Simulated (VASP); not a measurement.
Energy against volume of CsPbBr3 (cubic perovskite). Calculation: TPSS meta-GGA, VASP's PBE PAW potentials (set 64) (plane waves; VASP). Numerical set-up: 520 eV cut-off, 4×4×4 Γ-centred mesh, Gaussian smearing of 0.050 eV, potentials Cs_sv Pb_d Br.

| V (Å³/atom) | E (eV/atom) |
|---|---|
| 42.252 | -9.69162 |
| 43.559 | -9.69415 |
| 44.866 | -9.69220 |
| 46.173 | -9.68649 |

Fit these four points and predict the energy of the run at 40.946 Å³/atom.

A cubic in V^(−2/3), the third-order Birch-Murnaghan form, passes through the four points with V0 = 43.61 Å³/atom and B0 = 18 GPa, and gives -9.6838 eV/atom there. The run gave -9.6838 eV/atom, -0.0 meV/atom from the fit; all five points give B0 = 18 GPa.

The compound is CsPbBr3 in the cubic perovskite structure, the ideal cubic form; the compound distorts at low or room temperature. It was relaxed first, which changed the volume by +8 %.
